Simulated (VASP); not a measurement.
Level of theory: vdW-DF2, VASP's PBE PAW potentials (set 64) (plane waves; VASP 6.6.1).

VASP input:

POSCAR:
```
BN
1
    0.0000000000     1.8647730461     1.8647730461
    1.8647730461     0.0000000000     1.8647730461
    1.8647730461     1.8647730461     0.0000000000
B N
1 1
Direct
  0.0000000000   0.0000000000   0.0000000000
  0.2500000000   0.2500000000   0.2500000000
```

### KPOINTS
```
Automatic mesh
0
Gamma
12 12 12
0 0 0
```

**INCAR**
```
SYSTEM=BN
PREC=Accurate; ENCUT=520; LREAL=.FALSE.
LASPH=.TRUE.
EDIFF=1E-7; NELM=100; ALGO=Normal
ISMEAR=0; SIGMA=0.05
GGA=ML; LUSE_VDW=.TRUE.; AGGAC=0.0
ZAB_VDW=-1.8867
ISIF=2
LWAVE=.FALSE.; LCHARG=.FALSE.
```

POTCAR, in this order: B N (PBE.64 set). Program: vasp_std.

The run wrote:

**OSZICAR**
```
       N       E                     dE             d eps       ncg     rms          rms(c)
DAV:   1     0.121114344551E+02    0.12111E+02   -0.53130E+03  1208   0.992E+02
DAV:   2    -0.153937329455E+02   -0.27505E+02   -0.26910E+02  1656   0.173E+02
DAV:   3    -0.156250665516E+02   -0.23133E+00   -0.23133E+00  1312   0.197E+01
DAV:   4    -0.156253410042E+02   -0.27445E-03   -0.27445E-03  1528   0.597E-01
DAV:   5    -0.156253411287E+02   -0.12451E-06   -0.12451E-06  1232   0.103E-02    0.714E+00
DAV:   6    -0.145556937484E+02    0.10696E+01   -0.59378E+00  1496   0.175E+01    0.303E+00
DAV:   7    -0.145221441763E+02    0.33550E-01   -0.90980E-02  1440   0.358E+00    0.189E+00
DAV:   8    -0.145090221108E+02    0.13122E-01   -0.10865E-01  1520   0.311E+00    0.206E-01
DAV:   9    -0.145088477547E+02    0.17436E-03   -0.19694E-03  1184   0.482E-01    0.122E-01
DAV:  10    -0.145090548530E+02   -0.20710E-03   -0.34395E-04  1216   0.255E-01    0.187E-02
DAV:  11    -0.145090621657E+02   -0.73126E-05   -0.21371E-05  1280   0.497E-02    0.915E-03
DAV:  12    -0.145090614162E+02    0.74948E-06   -0.39310E-06  1576   0.180E-02    0.938E-04
DAV:  13    -0.145090614906E+02   -0.74378E-07   -0.59282E-08   584   0.298E-03
   1 F= -.14509061E+02 E0= -.14509061E+02  d E =-.619771E-11
```

OUTCAR:
```
------------------------ aborting loop because EDIFF is reached ----------------------------------------
  FORCE on cell =-STRESS in cart. coord.  units (eV):
  Direction    XX          YY          ZZ          XY          YZ          ZX
  --------------------------------------------------------------------------------------
  Total       -1.4842631     -1.4842631     -1.4842631      0.0000000      0.0000000      0.0000000
  in kB     -183.3637738   -183.3637738   -183.3637738      0.0000000      0.0000000      0.0000000
  external PRESSURE =    -183.3637738 kB  Pullay stress =       0.0000000 kB
  volume of cell :       12.97
      direct lattice vectors                 reciprocal lattice vectors
     0.000000000  1.864773046  1.864773046    -0.268129144  0.268129144  0.268129144
     1.864773046  0.000000000  1.864773046     0.268129144 -0.268129144  0.268129144
     1.864773046  1.864773046  0.000000000     0.268129144  0.268129144 -0.268129144
  FREE ENERGIE OF THE ION-ELECTRON SYSTEM (eV)
  ---------------------------------------------------
  free  energy   TOTEN  =       -14.5090614906 eV

  energy  without entropy=      -14.5090614906  energy(sigma->0) =      -14.50906149
```
(Selected blocks of OUTCAR.)

The compound is BN in the zinc blende structure. This cell is one point of a volume scan, at 1.06 of the reference volume.
